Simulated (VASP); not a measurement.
Shape and ions are relaxed at each volume.

Energy against volume of SiO2 (rutile). Method: LDA (Ceperley-Alder, Perdew-Zunger), VASP's LDA PAW potentials (set 64) (plane waves; VASP).

| V (Å³/atom) | E (eV/atom) |
|---|---|
| 7.216 | -8.63008 |
| 7.446 | -8.65391 |
| 7.676 | -8.66175 |
| 7.907 | -8.65615 |
| 8.137 | -8.63952 |

**Question.** Fit a third-order Birch-Murnaghan equation of state.

**Answer.** 
The volume per atom comes out as 7.69 Å³/atom, the bulk modulus is 306 GPa and the pressure derivative of the bulk modulus comes out as 5.15.

Measured: bulk modulus 310 GPa at 300 K (computed value off by -1.2 %), as given by arXiv:1001.2066. The calculation is for a static lattice, while the measured bulk modulus holds thermal and zero-point effects, which are part of the difference.

The compound is SiO2 in the rutile structure, stishovite, a high-pressure form. It was relaxed first.
